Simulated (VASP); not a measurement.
# NaB3 (R-3m) in VASP: reference runs

Reference runs on NaB3: the cell as given.

All numbers are computed with VASP 6.6.1; they aren't measurements. Logs are shortened: lines on timing, memory, paths and dates and some standing lists are left out, and cuts for length are marked.

## Step 1: The crystal as given

It takes space group R-3m (No. 166, trigonal). Conventional cell: a = 2.374 Å, b = 2.374 Å, c = 22.788 Å, α = 90.00°, β = 90.00°, γ = 120.00°. Around Na (site symmetry -3m) lie 6 Na at 2.37 Å and 6 B at 2.38 Å. Around B (site symmetry 3m) lie 9 B at 2.31 to 2.37 Å and 3 Na at 2.38 Å. B (site symmetry -3m) is surrounded by 12 B at 2.31 to 2.37 Å.

The cell was built by a generator and needn't be a form met in nature.

## Step 2: Single point, PBE

File INCAR:

```
  ALGO = Normal
  EDIFF = 1E-7
  ENCUT = 520
  GGA = PE
  ISIF = 2
  ISMEAR = -1
  LASPH = True
  LCHARG = False
  LREAL = False
  LWAVE = False
  NBANDS = 16
  NELM = 80
  PREC = Accurate
  SIGMA = 0.05
```

File KPOINTS:

```
k-points
0
Gamma
  13 13 13
```

File POSCAR:

```
NaB3
1.0
    1.1871782000      0.6854176500      7.5959480300
   -1.1871782000      0.6854176500      7.5959480300
    0.0000000000     -1.3708353000      7.5959480300
Na B
1 3
Direct
    0.0000000000      0.0000000000      0.0000000000
    0.7518688400      0.7518688400      0.7518688400
    0.5000000000      0.5000000000      0.5000000000
    0.2481311600      0.2481311600      0.2481311600
```

Potentials or basis: VASP PAW PBE potentials, release 64 (Na_pv, B).

Started as:

```bash
cat potpaw_PBE.64/Na_pv/POTCAR potpaw_PBE.64/B/POTCAR > POTCAR
mpirun -np 1 vasp_std > vasp.out
```

OUTCAR:

```text
EDIFF = 1E-7
   ENCUT = 520
   GGA = PE
   ISIF = 2
   ISMEAR = -1
   LASPH = True
   LREAL = False
   NELM = 80
   PREC = Accurate

 ion  position               nearest neighbor table
   1  0.000  0.000  0.000-   2 2.38   4 2.38   2 2.38   2 2.38   4 2.38   4 2.38
   2  0.752  0.752  0.752-   1 2.38   1 2.38   1 2.38
   3  0.500  0.500  0.500-
   4  0.248  0.248  0.248-   1 2.38   1 2.38   1 2.38

  LATTYP: Found a trigonal (rhomboedric) cell.
 ALAT       =     7.7186537627
 COS(alpha) =     0.9526871948

  Lattice vectors:

 A1 = (   1.1871782000,   0.6854176500,   7.5959480300)
 A2 = (  -1.1871782000,   0.6854176500,   7.5959480300)
 A3 = (   0.0000000000,  -1.3708353000,   7.5959480300)

Analysis of symmetry for initial positions (statically):
=====================================================================
 Subroutine PRICEL returns:
 Original cell was already a primitive cell.

 Routine SETGRP: Setting up the symmetry group for a
 trigonal (rhombohedral) supercell.

 Subroutine GETGRP returns: Found 12 space group operations
 (whereof 12 operations were pure point group operations)
 out of a pool of 12 trial point group operations.

The static configuration has the point symmetry D_3d.

Analysis of symmetry for dynamics (positions and initial velocities):
=====================================================================
 Subroutine PRICEL returns:
 Original cell was already a primitive cell.

 Routine SETGRP: Setting up the symmetry group for a
 trigonal (rhombohedral) supercell.

 Subroutine GETGRP returns: Found 12 space group operations
 (whereof 12 operations were pure point group operations)
 out of a pool of 12 trial point group operations.

The dynamic configuration has the point symmetry D_3d.

 Subroutine INISYM returns: Found 12 space group operations
 (whereof 12 operations are pure point group operations),
 and found     1 'primitive' translations

----------------------------------------------------------------------------------------

                                     Primitive cell

  volume of cell :      37.0855

  direct lattice vectors                    reciprocal lattice vectors
     1.187178200  0.685417650  7.595948030     0.421166763  0.243160745  0.043883046
    -1.187178200  0.685417650  7.595948030    -0.421166763  0.243160745  0.043883046
     0.000000000 -1.370835300  7.595948030     0.000000000 -0.486321491  0.043883046

  length of vectors
     7.718653763  7.718653763  7.718653762     0.488297361  0.488297361  0.488297362

  position of ions in fractional coordinates (direct lattice)
     0.000000000  0.000000000  0.000000000
     0.751868840  0.751868840  0.751868840
     0.500000000  0.500000000  0.500000000
     0.248131160  0.248131160  0.248131160

  ion indices of the primitive-cell ions
   primitive index   ion index
                 1           1
                 2           2
                 3           3
                 4           4

----------------------------------------------------------------------------------------

 KPOINTS: k-points

Automatic generation of k-mesh.
 Grid dimensions read from file:
 generate k-points for:   13   13   13

 Generating k-lattice:

  Cartesian coordinates                     Fractional coordinates (reciprocal lattice)
     0.032397443  0.018704673  0.003375619     0.076923077  0.000000000 -0.000000000
    -0.032397443  0.018704673  0.003375619     0.000000000  0.076923077 -0.000000000
     0.000000000 -0.037409345  0.003375619    -0.000000000 -0.000000000  0.076923077

  Length of vectors
     0.037561335  0.037561335  0.037561336

  Shift w.r.t. Gamma in fractional coordinates (k-lattice)
     0.000000000  0.000000000  0.000000000

 Subroutine IBZKPT returns following result:
 ===========================================

 Found    231 irreducible k-points:

 Following reciprocal coordinates:
            Coordinates               Weight
  0.000000  0.000000  0.000000      1.000000
  0.076923  0.000000  0.000000      6.000000
  0.153846 -0.000000  0.000000      6.000000
  0.230769 -0.000000  0.000000      6.000000
  0.307692 -0.000000  0.000000      6.000000
  0.384615  0.000000  0.000000      6.000000
[... 16 lines left out ...]
  0.384615  0.153846  0.000000     12.000000
  0.461538  0.153846  0.000000     12.000000
 [... further k-points ...]
   k-points           NKPTS =    231   k-points in BZ     NKDIM =    231   number of bands    NBANDS=     16
   number of dos      NEDOS =    301   number of ions     NIONS =      4
   total plane-waves  NPLWV = 216000
   dimension x,y,z NGX =    60 NGY =   60 NGZ =   60
   dimension x,y,z NGXF=   120 NGYF=  120 NGZF=  120
   ions per type =               1   3
   NGX,Y,Z   is equivalent  to a cutoff of  12.92, 12.92, 12.92 a.u.
   NGXF,Y,Z  is equivalent  to a cutoff of  25.85, 25.85, 25.85 a.u.
 SYSTEM =  unknown system
   PREC   = accura    normal or accurate (medium, high low for compatibility)
   ISTART =      0    job   : 0-new  1-cont  2-samecut
   ICHARG =      2    charge: 1-file 2-atom 10-const
   ISPIN  =      1    spin polarized calculation?
   LNONCOLLINEAR =      F non collinear calculations
   LSORBIT =      F    spin-orbit coupling
   LASPH  =      T    aspherical Exc in radial PAW
   ENCUT  =  520.0 eV  38.22 Ry    6.18 a.u.  14.35 14.35 14.35*2*pi/ulx,y,z
   NELM   =     80;   NELMIN=  2; NELMDL= -5     # of ELM steps
   EDIFF  = 0.1E-06   stopping-criterion for ELM
   LREAL  =      F    real-space projection
   EDIFFG = 0.1E-05   stopping-criterion for IOM
   NSW    =      0    number of steps for IOM
   IBRION =     -1    ionic relax: 0-MD 1-quasi-New 2-CG
   NFREE  =      0    steps in history (QN), initial steepest desc. (CG)
   ISIF   =      2    stress and relaxation
   ISYM   =      2    0-nonsym 1-usesym 2-fastsym
   POTIM  = 0.5000    time-step for ionic-motion
   TEBEG  =    0.0;   TEEND  =   0.0 temperature during run
   PSTRESS=    0.0 pullay stress
   NELECT =      16.0000    total number of electrons
   NUPDOWN=      -1.0000    fix difference up-down
   EMIN   =  10.00;   EMAX   =-10.00  energy-range for DOS
   EFERMI =   0.00;   METHOD = LEGACY
   ISMEAR =    -1;   SIGMA  =   0.05  broadening in eV -4-tet -1-fermi 0-gaus
   EFERMI_NEDOS =   21; number of points for ismear=-14 and -15
   IALGO  =     38    algorithm
   IMIX   =      4    mixing-type and parameters
     AMIX     =   0.40;   BMIX     =  1.00
     AMIX_MAG =   1.60;   BMIX_MAG =  1.00
  volume/ion in A,a.u.               =       9.27        62.57
  Fermi-wavevector in a.u.,A,eV,Ry     =   1.237029  2.337647 20.820202  1.530242
  Thomas-Fermi vector in A             =   2.371613
   LORBIT       =      0    0 simple, 1 ext, 2 COOP (PROOUT), +10 PAW based schemes
   GGA     = PE    functional components
[... 5 lines left out ...]
 non-spin polarized calculation
  energy-cutoff  :      520.00
  volume of cell :       37.09
 maximum number of plane-waves:      1027
 NGX is ok and might be reduce to    60
   NGX = 29   NGY = 29   NGZ = 29

 number of electron      15.9999997 magnetization

 Free energy of the ion-electron system (eV)
  ---------------------------------------------------
  ext. energy  EPLUGINS =         0.00000000
  ---------------------------------------------------
  free energy    TOTEN  =       -13.33350172 eV

  energy without entropy =      -13.32313110  energy(sigma->0) =      -13.32831641

 E-fermi :   5.8469     XC(G=0): -11.2312

 val. band max:        5.8193092336   @ k =  -0.3077   0.1538   0.0769
 cond. band min:       5.8629286149   @ k =  -0.0769   0.0769   0.0000
 fundamental gap:      0.0436193813
 Fermi energy:         5.8468951420

 k-point     1 :       0.0000    0.0000    0.0000
  band No.  band energies     occupation
      1     -19.4224      2.00000
      2     -18.8801      2.00000
      3     -18.8801      2.00000
      4      -7.6930      2.00000
      5      -5.3900      2.00000
      6      -2.8303      2.00000
[... 8 lines left out ...]
     15      16.3826      0.00000
     16      16.3826      0.00000

 k-point     2 :       0.0769    0.0000    0.0000
  band No.  band energies     occupation
      1     -19.4027      2.00000
      2     -18.9640      2.00000
      3     -18.8957      2.00000
      4      -7.5144      2.00000
      5      -5.2243      2.00000
      6      -2.6383      2.00000
[... 8 lines left out ...]
     15      16.0089      0.00000
     16      16.2975      0.00000

 k-point     3 :       0.1538   -0.0000    0.0000
  band No.  band energies     occupation
      1     -19.3481      2.00000
      2     -19.1917      2.00000
      3     -18.9390      2.00000
      4      -6.9802      2.00000
      5      -4.7261      2.00000
      6      -2.0741      2.00000
[... 8 lines left out ...]
     15      15.0940      0.00000
     16      15.9584      0.00000

 k-point     4 :       0.2308   -0.0000    0.0000
  band No.  band energies     occupation
      1     -19.5018      2.00000
      2     -19.2708      2.00000
      3     -18.9997      2.00000
      4      -6.0943      2.00000
      5      -3.8942      2.00000
      6      -1.1669      2.00000
[... 8 lines left out ...]
     15      14.7157      0.00000
     16      15.4049      0.00000
[... 324 lines left out ...]
 k-point    22 :       0.3077    0.1538    0.0000
  band No.  band energies     occupation
      1     -19.6064      2.00000
      2     -19.2314      2.00000
      3     -19.0833      2.00000
      4      -5.5566      2.00000
      5      -3.4307      2.00000
      6      -0.5533      2.00000
[... 8 lines left out ...]
     15      14.1904      0.00000
     16      15.3284      0.00000

 k-point    23 :       0.3846    0.1538    0.0000
  band No.  band energies     occupation
      1     -19.8348      2.00000
      2     -19.1914      2.00000
      3     -19.1586      2.00000
      4      -4.3274      2.00000
      5      -2.2646      2.00000
      6       0.6358      2.00000
[... 8 lines left out ...]
     15      14.0615      0.00000
     16      15.0251      0.00000

 k-point    24 :       0.4615    0.1538    0.0000
  band No.  band energies     occupation
      1     -20.0150      2.00000
      2     -19.2840      2.00000
      3     -19.0988      2.00000
      4      -2.7617      2.00000
      5      -0.7808      2.00000
      6       2.0154      2.00000
[... 8 lines left out ...]
     15      13.2516      0.00000
     16      15.0282      0.00000

 [... further k-points ...]
[... 5 lines left out ...]
  --------------------------------------------------------------------------------------
  -------------------------------------------------------------------------------------
  Total        0.4716706      0.4716706     -1.2237268      0.0000000      0.0000000      0.0000000
  in kB       20.3772192     20.3772190    -52.8677243      0.0000000      0.0000000      0.0000000
  external PRESSURE =      -4.0377620 kB  Pullay stress =       0.0000000 kB

 VOLUME and BASIS-vectors are now :
 -----------------------------------------------------------------------------
  energy-cutoff  :      520.00
  volume of cell :       37.09
      direct lattice vectors                 reciprocal lattice vectors
     1.187178200  0.685417650  7.595948030     0.421166763  0.243160745  0.043883046
    -1.187178200  0.685417650  7.595948030    -0.421166763  0.243160745  0.043883046
     0.000000000 -1.370835300  7.595948030     0.000000000 -0.486321491  0.043883046

 POSITION                                       TOTAL-FORCE (eV/Angst)
 -----------------------------------------------------------------------------------
      0.00000      0.00000      0.00000         0.000000     -0.000000     -0.000000
      0.00000      0.00000     17.13347         0.000000      0.000000      3.704820
      0.00000      0.00000     11.39392         0.000000     -0.000000     -0.000000
      0.00000      0.00000      5.65437         0.000000     -0.000000     -3.704820
 -----------------------------------------------------------------------------------
    total drift:                               -0.000000      0.000000      0.000000

  FREE ENERGIE OF THE ION-ELECTRON SYSTEM (eV)
  ---------------------------------------------------
  free  energy   TOTEN  =       -13.3335017173 eV

  energy  without entropy=      -13.3231310954  energy(sigma->0) =      -13.32831641
```

Wall time 14 min (1 thread of Intel Xeon Platinum 8488C (Sapphire Rapids), shared host); peak memory 0.51 GiB.

What came out:

```
Free energy            : -13.3335 eV
Pressure               : -0.4 GPa
Largest force          : 3.705 eV/Å
Band gap on the k mesh : none (metal or under the smearing width)
```

Forces in eV/Å, atoms in the order of the input:
```
Na   0.000  0.000  0.000
B    0.000  0.000  3.705
B    0.000  0.000  0.000
B    0.000  0.000 -3.705
```

Stress tensor (GPa, compression positive):
```
 2.04  0.00  0.00
 0.00  2.04  0.00
 0.00  0.00 -5.29
```

Caveat: forces of over 1 eV/Å show positions far from the minimum, so gaps and moduli don't describe the material at rest.
